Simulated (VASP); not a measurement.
Given:

```
CELL_PARAMETERS angstrom
      0.00000     3.33000     3.33000
      3.33000     0.00000     3.33000
      3.33000     3.33000     0.00000
ATOMIC_POSITIONS crystal
  Sr 0.00000 0.00000 0.00000
  Te 0.50000 0.50000 0.50000
```

All values below come from vdW-DF2, VASP's PBE PAW potentials (set 64) (plane waves; VASP). Settings: 520 eV cut-off, 6×6×6 Γ-centred mesh, Gaussian smearing of 0.050 eV, potentials Sr_sv Te.

Energy and stress use the plane-wave basis of the starting cell.

The ions, cell shape and volume are relaxed. What does this cell relax into?

```
CELL_PARAMETERS angstrom
      0.00000     3.42221     3.42221
      3.42221     0.00000     3.42221
      3.42221     3.42221     0.00000
ATOMIC_POSITIONS crystal
  Sr 0.00000 0.00000 0.00000
  Te 0.50000 0.50000 0.50000
```
Space group Fm-3m (225), at a tolerance of 0.03 Å.

How do energy and volume change from the first to the last step?

The energy (σ→0) changes by -28.2 meV/atom and the volume by +8.5 %, in 3 ionic steps.

The compound is SrTe in the rock salt structure. This run relaxes it. Symmetry was kept, so distortions that lower it aren't found.
